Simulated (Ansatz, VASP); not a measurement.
# Cross-check of TiC between VASP and Ansatz, part 2 of 2

Aim: how closely do two programs agree when they are given the same cell, functional and k mesh? The cell is taken from a series of runs on this material, whose earlier steps may have relaxed, scaled, displaced or heated it; both programs get it as it stands.

VASP 6.6.1 and Ansatz 0.2.0.

So far: Starting point; Ansatz: zone-centre phonons, PBEsol.

### Step 3. VASP: zone-centre phonons, PBEsol

Level of this step: PBEsol; plane waves and PAW (C, Ti_sv) (VASP).

The same cell, functional, mesh and smearing now go to VASP, with its own data sets.

Lines of VASP's logs that name or quote its potential files are left out, and so is its time.

Contents of INCAR:

```
SYSTEM = TiC
PREC = Accurate
ENCUT = 600
EDIFF = 1E-08
NELM = 120
ISMEAR = 1
SIGMA = 0.2
LREAL = .FALSE.
ALGO = Normal
GGA = PS
NBANDS = 14
LASPH = .TRUE.
LORBIT = 11
LWAVE = .FALSE.
LCHARG = .FALSE.
ISIF = 2
IBRION = 8
GGA_COMPAT = .FALSE.
KPAR = 2
```

Contents of POSCAR:

```
TiC
1.0
    0.0408160680      2.1700205498      2.1367438350
    2.1700205498      0.0408160680      2.1367438350
    2.2108366178      2.2108366178      0.0000000000
C Ti
1 1
Direct
    0.5000000000      0.5000000000      0.5000000000
    0.0000000000      1.0000000000      0.0000000000
```

Contents of KPOINTS:

```
Automatic mesh
0
Gamma
16 16 16
0 0 0
```

The projector-augmented-wave data sets are C and Ti_sv (PBE family, release 64).

Run with:

```console
mpirun -np 2 vasp_std
```

Numbers of over 12 decimals in the logs are rounded to 6 here.

The program printed:

```text
[banner, memory and clock lines left out]
running    2 mpi-ranks, on    1 nodes
 distrk:  each k-point on    1 cores,    2 groups
 distr:  one band on    1 cores,    1 groups

 POSCAR found type information on POSCAR C Ti
 POSCAR found :  2 types and       2 ions
|                                                                             |
|               ----> ADVICE to this user running VASP <----                  |
|                                                                             |
|     You enforced a specific xc type in the INCAR file but a different       |
|     [... a line on the potential file left out ...]
|     I HOPE YOU KNOW WHAT YOU ARE DOING!                                     |
|                                                                             |

 LDA part: xc-table for (Slater+PW92), standard interpolation
 POSCAR, INCAR and KPOINTS ok, starting setup
 FFT: planning ... GRIDC
 FFT: planning ... GRID_SOFT
 FFT: planning ... GRID
 WAVECAR not read
 entering main loop
       N       E                     dE             d eps       ncg     rms          rms(c)
DAV:   1     0.127481064009E+03    0.12748E+03   -0.88894E+03 17394   0.151E+03
DAV:   2    -0.162966165154E+02   -0.14378E+03   -0.13565E+03 18330   0.372E+02
DAV:   3    -0.248234666694E+02   -0.85269E+01   -0.83246E+01 23232   0.870E+01
DAV:   4    -0.251685979522E+02   -0.34513E+00   -0.34483E+00 21480   0.160E+01
DAV:   5    -0.251777786238E+02   -0.91807E-02   -0.91797E-02 23622   0.227E+00    0.186E+01
DAV:   6    -0.203878226631E+02    0.47900E+01   -0.12742E+01 24980   0.601E+01    0.676E+00
DAV:   7    -0.198270766461E+02    0.56075E+00   -0.21092E+00 21122   0.217E+01    0.515E+00
DAV:   8    -0.197935561560E+02    0.33520E-01   -0.11252E-01 19536   0.402E+00    0.328E+00
DAV:   9    -0.197830016906E+02    0.10554E-01   -0.11559E-01 21088   0.431E+00    0.766E-01
DAV:  10    -0.197820833573E+02    0.91833E-03   -0.10612E-02 23948   0.136E+00    0.725E-01
DAV:  11    -0.197795169184E+02    0.25664E-02   -0.57367E-03 18768   0.114E+00    0.175E-01
DAV:  12    -0.197794828298E+02    0.34089E-04   -0.35774E-04 20238   0.195E-01    0.509E-02
DAV:  13    -0.197794722023E+02    0.10628E-04   -0.26762E-05 20808   0.398E-02    0.722E-03
DAV:  14    -0.197794715639E+02    0.63842E-06   -0.11308E-06 21924   0.147E-02    0.279E-03
DAV:  15    -0.197794714136E+02    0.15036E-06   -0.21227E-07 23514   0.798E-03    0.169E-03
DAV:  16    -0.197794713772E+02    0.36375E-07   -0.67932E-08 19308   0.317E-03    0.356E-04
DAV:  17    -0.197794713797E+02   -0.25007E-08   -0.17017E-09 10800   0.514E-04
   1 F= -.19779471E+02 E0= -.19779472E+02  d E =0.280959E-05
 Linear response reoptimize wavefunctions to high precision
DAV:   1    -0.197794713835E+02   -0.37803E-08   -0.46579E-10 14576   0.220E-04
DAV:   2    -0.197794713835E+02   -0.13870E-10   -0.14718E-10  9564   0.116E-04
 Linear response DOF=           4
 Linear response progress:
  Degree of freedom:   1/  4
       N       E                     dE             d eps       ncg     rms          rms(c)
RMM:   1    -0.123651170822E+00   -0.12365E+00   -0.36626E-02 68137   0.215E+00
RMM:   2    -0.115732282013E+00    0.79189E-02   -0.51053E-03 60599   0.526E-01    0.132E-01
RMM:   3    -0.116401243408E+00   -0.66896E-03   -0.17824E-03 63875   0.224E-01    0.617E-02
RMM:   4    -0.117354074404E+00   -0.95283E-03   -0.61787E-04 65417   0.136E-01    0.148E-02
RMM:   5    -0.117472079856E+00   -0.11801E-03   -0.13560E-04 73311   0.545E-02    0.239E-03
RMM:   6    -0.117460662242E+00    0.11418E-04   -0.18611E-05 73145   0.221E-02    0.119E-03
RMM:   7    -0.117459352004E+00    0.13102E-05   -0.37821E-06 75036   0.103E-02    0.599E-04
RMM:   8    -0.117461247595E+00   -0.18956E-05   -0.65910E-07 74034   0.498E-03    0.307E-04
RMM:   9    -0.117459678380E+00    0.15692E-05   -0.25309E-07 75623   0.270E-03    0.971E-05
RMM:  10    -0.117459559032E+00    0.11935E-06   -0.35873E-07 75383   0.143E-03    0.465E-05
RMM:  11    -0.117459420534E+00    0.13850E-06   -0.10263E-07 75368   0.785E-04    0.372E-05
RMM:  12    -0.117459446721E+00   -0.26187E-07    0.19682E-08 76755   0.428E-04    0.239E-05
RMM:  13    -0.117459482836E+00   -0.36115E-07   -0.11159E-07 73854   0.254E-04    0.208E-05
RMM:  14    -0.117459493516E+00   -0.10679E-07    0.36648E-09 73317   0.152E-04    0.168E-05
RMM:  15    -0.117459498310E+00   -0.47946E-08   -0.19014E-08 76983   0.799E-05    0.122E-05
 first order change of Fermi-energy   0.47325E-03
 force on displaced ion       1 direction 1 :  -9.291  -0.653   0.000
 Linear response progress:
  Degree of freedom:   2/  4
       N       E                     dE             d eps       ncg     rms          rms(c)
RMM:   1    -0.124851466385E+00   -0.12485E+00   -0.36626E-02 37479   0.230E+00
RMM:   2    -0.116559727827E+00    0.82917E-02   -0.57334E-03 34043   0.560E-01    0.136E-01
RMM:   3    -0.117237123800E+00   -0.67740E-03   -0.18630E-03 35519   0.238E-01    0.634E-02
RMM:   4    -0.118226505946E+00   -0.98938E-03   -0.68197E-04 36158   0.143E-01    0.153E-02
RMM:   5    -0.118358471791E+00   -0.13197E-03   -0.14599E-04 40844   0.582E-02    0.293E-03
RMM:   6    -0.118352666615E+00    0.58052E-05   -0.20130E-05 40493   0.239E-02    0.156E-03
RMM:   7    -0.118347302086E+00    0.53645E-05   -0.42084E-06 40906   0.113E-02    0.742E-04
RMM:   8    -0.118351147138E+00   -0.38451E-05   -0.10299E-06 40365   0.572E-03    0.339E-04
RMM:   9    -0.118348510916E+00    0.26362E-05   -0.57638E-07 41275   0.310E-03    0.125E-04
RMM:  10    -0.118348718952E+00   -0.20804E-06   -0.65849E-07 40918   0.165E-03    0.553E-05
RMM:  11    -0.118348541942E+00    0.17701E-06   -0.17405E-07 41200   0.882E-04    0.435E-05
RMM:  12    -0.118348560150E+00   -0.18208E-07   -0.10423E-07 42603   0.472E-04    0.337E-05
RMM:  13    -0.118348544508E+00    0.15642E-07   -0.16769E-07 40073   0.285E-04    0.337E-05
RMM:  14    -0.118348608699E+00   -0.64191E-07   -0.30682E-08 39973   0.176E-04    0.233E-05
RMM:  15    -0.118348619437E+00   -0.10738E-07   -0.12072E-08 41852   0.907E-05    0.132E-05
RMM:  16    -0.118348616835E+00    0.26022E-08   -0.28011E-08 41970   0.505E-05    0.645E-06
 first order change of Fermi-energy   0.93824E-03
 force on displaced ion       1 direction 3 :   0.000   0.000 -10.807
 Linear response progress:
  Degree of freedom:   3/  4
       N       E                     dE             d eps       ncg     rms          rms(c)
RMM:   1    -0.705764054937E+00   -0.70576E+00    0.49642E+00 30857   0.138E+02
RMM:   2    -0.680073766515E+00    0.25690E-01   -0.24430E-01 53251   0.501E+00    0.226E-01
RMM:   3    -0.678335718288E+00    0.17380E-02   -0.18555E-02 63131   0.118E+00    0.112E-01
RMM:   4    -0.677483511591E+00    0.85221E-03   -0.78161E-03 69390   0.528E-01    0.220E-02
RMM:   5    -0.678043361365E+00   -0.55985E-03   -0.12731E-03 73603   0.213E-01    0.106E-02
RMM:   6    -0.678389171278E+00   -0.34581E-03   -0.33418E-04 74280   0.923E-02    0.740E-03
RMM:   7    -0.678921963470E+00   -0.53279E-03   -0.78082E-05 65783   0.494E-02    0.647E-03
RMM:   8    -0.678761330874E+00    0.16063E-03   -0.38423E-05 70896   0.258E-02    0.473E-04
RMM:   9    -0.678738259156E+00    0.23072E-04   -0.22023E-05 75435   0.144E-02    0.835E-04
RMM:  10    -0.678766027153E+00   -0.27768E-04   -0.14999E-05 72818   0.856E-03    0.233E-04
RMM:  11    -0.678776622422E+00   -0.10595E-04   -0.11852E-05 75668   0.571E-03    0.522E-05
RMM:  12    -0.678778099732E+00   -0.14773E-05   -0.89902E-06 77590   0.393E-03    0.759E-05
RMM:  13    -0.678781898321E+00   -0.37986E-05   -0.64917E-06 70767   0.299E-03    0.168E-05
RMM:  14    -0.678782612333E+00   -0.71401E-06   -0.50133E-06 77751   0.229E-03    0.197E-05
RMM:  15    -0.678781765743E+00    0.84659E-06   -0.40871E-06 71618   0.186E-03    0.583E-05
RMM:  16    -0.678782314236E+00   -0.54849E-06   -0.33669E-06 70032   0.153E-03    0.514E-05
RMM:  17    -0.678782738801E+00   -0.42456E-06   -0.28351E-06 71854   0.130E-03    0.480E-05
RMM:  18    -0.678782787783E+00   -0.48981E-07   -0.23026E-06 78841   0.110E-03    0.551E-05
 first order change of Fermi-energy  -0.39568E-03
 force on displaced ion       2 direction 1 :  -9.315  -0.650   0.000
 Linear response progress:
  Degree of freedom:   4/  4
       N       E                     dE             d eps       ncg     rms          rms(c)
RMM:   1    -0.684876455882E+00   -0.68488E+00    0.70446E+00 17517   0.139E+02
RMM:   2    -0.658903196205E+00    0.25973E-01   -0.24673E-01 29764   0.499E+00    0.230E-01
RMM:   3    -0.657119854327E+00    0.17833E-02   -0.18815E-02 35056   0.117E+00    0.113E-01
RMM:   4    -0.656228432436E+00    0.89142E-03   -0.81643E-03 38435   0.528E-01    0.226E-02
RMM:   5    -0.656749379139E+00   -0.52095E-03   -0.12691E-03 40694   0.210E-01    0.109E-02
RMM:   6    -0.657082810257E+00   -0.33343E-03   -0.33424E-04 41022   0.905E-02    0.784E-03
RMM:   7    -0.657367809024E+00   -0.28500E-03   -0.78020E-05 38105   0.435E-02    0.275E-03
RMM:   8    -0.657527327174E+00   -0.15952E-03   -0.37227E-05 39408   0.244E-02    0.244E-03
RMM:   9    -0.657438970318E+00    0.88357E-04   -0.28081E-05 39006   0.140E-02    0.582E-04
RMM:  10    -0.657454251254E+00   -0.15281E-04   -0.17490E-05 41644   0.822E-03    0.285E-04
RMM:  11    -0.657468898515E+00   -0.14647E-04   -0.13845E-05 40843   0.541E-03    0.512E-05
RMM:  12    -0.657467167450E+00    0.17311E-05   -0.86266E-06 42951   0.377E-03    0.733E-05
RMM:  13    -0.657468146381E+00   -0.97893E-06   -0.72682E-06 42173   0.282E-03    0.798E-05
RMM:  14    -0.657465022536E+00    0.31238E-05   -0.57952E-06 38093   0.230E-03    0.190E-04
[...]
RMM:  27    -0.657473034062E+00   -0.17685E-07   -0.57817E-07 35566   0.356E-04    0.377E-06
RMM:  28    -0.657473058916E+00   -0.24854E-07   -0.57551E-07 32731   0.316E-04    0.776E-06
RMM:  29    -0.657473069173E+00   -0.10257E-07   -0.40665E-07 27458   0.280E-04    0.946E-06
RMM:  30    -0.657473074613E+00   -0.54404E-08   -0.40666E-07 21483   0.249E-04    0.113E-05
RMM:  31    -0.657473071452E+00    0.31617E-08   -0.30970E-07 25235   0.223E-04    0.133E-05
RMM:  32    -0.657473074197E+00   -0.27457E-08   -0.32338E-07 26929   0.200E-04    0.138E-05
RMM:  33    -0.657473087042E+00   -0.12844E-07   -0.24191E-07 24575   0.179E-04    0.159E-05
RMM:  34    -0.657473071610E+00    0.15431E-07   -0.24488E-07 37987   0.163E-04    0.145E-05
 first order change of Fermi-energy  -0.60950E-03
 force on displaced ion       2 direction 3 :   0.000   0.000 -10.817
 Linear response finished
```

From OUTCAR (step 3):

```text
ion  position               nearest neighbor table
   1  0.500  0.500  0.500-   2 2.14   2 2.14   2 2.17   2 2.17   2 2.17   2 2.17
   2  0.000  0.000  0.000-   1 2.14   1 2.14   1 2.17   1 2.17   1 2.17   1 2.17

  LATTYP: Found a body centered orthorhombic cell.
 ALAT       =     3.0111498552
 B/A-ratio  =     1.0383392655
 C/A-ratio  =     1.4192211864

 Subroutine GETGRP returns: Found  8 space group operations
 (whereof  8 operations were pure point group operations)

The static configuration has the point symmetry D_2h.

 Found    621 irreducible k-points:

   k-points           NKPTS =    621   k-points in BZ     NKDIM =    621   number of bands    NBANDS=     14

   dimension x,y,z NGX =    24 NGY =   24 NGZ =   28
   dimension x,y,z NGXF=    48 NGYF=   48 NGZF=   56

   ENCUT  =  600.0 eV  44.10 Ry    6.64 a.u.   6.08  6.08  6.24*2*pi/ulx,y,z

   NELECT =      16.0000    total number of electrons

 k-points in reciprocal lattice and weights: Automatic mesh
   0.00000000  0.00000000  0.00000000       0.000
   0.06250000  0.00000000  0.00000000       0.001
   0.12500000  0.00000000  0.00000000       0.001
   0.18750000 -0.00000000  0.00000000       0.001
   0.25000000  0.00000000  0.00000000       0.001
   0.31250000 -0.00000000  0.00000000       0.001
   0.37500000 -0.00000000  0.00000000       0.001
   0.43750000 -0.00000000  0.00000000       0.001
   0.50000000  0.00000000  0.00000000       0.000
[...]
0.25000000  0.25000000  0.50000000       0.000
  -0.25000000  0.25000000  0.50000000       0.000

 average (electrostatic) potential at core
       1 -44.5046       2 -70.8238

  Total       -0.7738175     -0.7738175      0.0318527     -0.7979585      0.0000000      0.0000000
  in kB      -61.6300677    -61.6300677      2.5368797    -63.5527598      0.0000000      0.0000000
  external PRESSURE =     -40.2410852 kB  Pullay stress =       0.0000000 kB

  energy-cutoff  :      600.00
  volume of cell :       20.12
      direct lattice vectors                 reciprocal lattice vectors
     0.040816068  2.170020550  2.136743835    -0.234829489  0.234829489  0.234000909
     2.170020550  0.040816068  2.136743835     0.234829489 -0.234829489  0.234000909
     2.210836618  2.210836618  0.000000000     0.226158729  0.226158729 -0.234000909

 POSITION                                       TOTAL-FORCE (eV/Angst)
 -----------------------------------------------------------------------------------
      2.21084      2.21084      2.13674         0.000000      0.000000      0.000000
      0.00000      0.00000      0.00000         0.000000      0.000000      0.000000
 -----------------------------------------------------------------------------------
    total drift:                                0.000000     -0.000000     -0.000000

 Eigenvectors and eigenvalues of the dynamical matrix
 ----------------------------------------------------

   1 f  =   16.586314 THz   104.214883 2PiTHz  553.259875 cm-1    68.595451 meV
             X         Y         Z           dx          dy          dz
      2.210837  2.210837  2.136744    -0.000000   -0.000000    0.894037
      0.000000  0.000000  0.000000     0.000000    0.000000   -0.447993

   2 f  =   15.912625 THz    99.981974 2PiTHz  530.788050 cm-1    65.809301 meV
             X         Y         Z           dx          dy          dz
      2.210837  2.210837  2.136744     0.632105    0.632105    0.000000
      0.000000  0.000000  0.000000    -0.316928   -0.316928   -0.000000

   3 f  =   14.831816 THz    93.191048 2PiTHz  494.736126 cm-1    61.339434 meV
             X         Y         Z           dx          dy          dz
      2.210837  2.210837  2.136744    -0.632043    0.632043   -0.000000
      0.000000  0.000000  0.000000     0.317052   -0.317052    0.000000

   4 f/i=    0.003102 THz     0.019492 2PiTHz    0.103479 cm-1     0.012830 meV
             X         Y         Z           dx          dy          dz
      2.210837  2.210837  2.136744    -0.000000   -0.000000    0.447993
      0.000000  0.000000  0.000000    -0.000000   -0.000000    0.894037

   5 f/i=    0.006733 THz     0.042305 2PiTHz    0.224590 cm-1     0.027846 meV
             X         Y         Z           dx          dy          dz
      2.210837  2.210837  2.136744     0.316928    0.316928    0.000000
      0.000000  0.000000  0.000000     0.632105    0.632105    0.000000

   6 f/i=    0.009194 THz     0.057765 2PiTHz    0.306664 cm-1     0.038021 meV
             X         Y         Z           dx          dy          dz
      2.210837  2.210837  2.136744    -0.317052    0.317052    0.000000
      0.000000  0.000000  0.000000    -0.632043    0.632043    0.000000

 ELASTIC MODULI CONTR FROM IONIC RELAXATION (kBar)
 Direction    XX          YY          ZZ          XY          YZ          ZX
 --------------------------------------------------------------------------------
 XX           0.0000      0.0000      0.0000      0.0000      0.0000      0.0000
 YY           0.0000      0.0000      0.0000      0.0000      0.0000      0.0000
 ZZ           0.0000      0.0000      0.0000      0.0000      0.0000      0.0000
 XY           0.0000      0.0000      0.0000      0.0000      0.0000      0.0000
 YZ           0.0000      0.0000      0.0000      0.0000      0.0000      0.0000
 ZX           0.0000      0.0000      0.0000      0.0000      0.0000      0.0000
 --------------------------------------------------------------------------------
```

### Step 4. Differences

Known differences besides the potentials themselves: the cutoff is 420 eV in Ansatz and 600 eV in VASP; Ansatz makes its cores anew for this functional, VASP keeps those of its PBE data sets. Total energies have different zeros and are not compared.

The two programs side by side:

```csv
quantity,Ansatz,VASP,difference
optical mode 1 (cm⁻¹),493.6,494.7,-0.23 %
optical mode 2 (cm⁻¹),529.6,530.8,-0.23 %
optical mode 3 (cm⁻¹),552.5,553.3,-0.13 %
```

Modes are paired by rising frequency, not by their patterns, so a pair may set unlike modes beside each other; they are those without the splitting of longitudinal modes.

### Step 5. What came out

```yaml
r_m_s_difference_of_the_optical_zone_centre_modes_each_program_s_sorted_by_frequency_zone_centre_phonons_pbesol: 1.0 cm⁻¹
```

In words: The r.m.s. difference of the optical zone-centre modes, each program's sorted by frequency is 1.0 cm⁻¹ (zone-centre phonons, PBEsol). How closely two codes agree says nothing of how well the functional describes the real material.

[Lines on the potential files, build, host, timing and source positions are cut from VASP's logs without a mark.]

[Logs are printed without paths, hosts, clocks, repeated set-up lines and the standing remarks that a program may print on its own settings, such as how far it seeks lower states.]

[Hosts, paths, dates, database ids (printed as entryN), source tags and the programs' standing remarks are cut or masked in the printed files.]
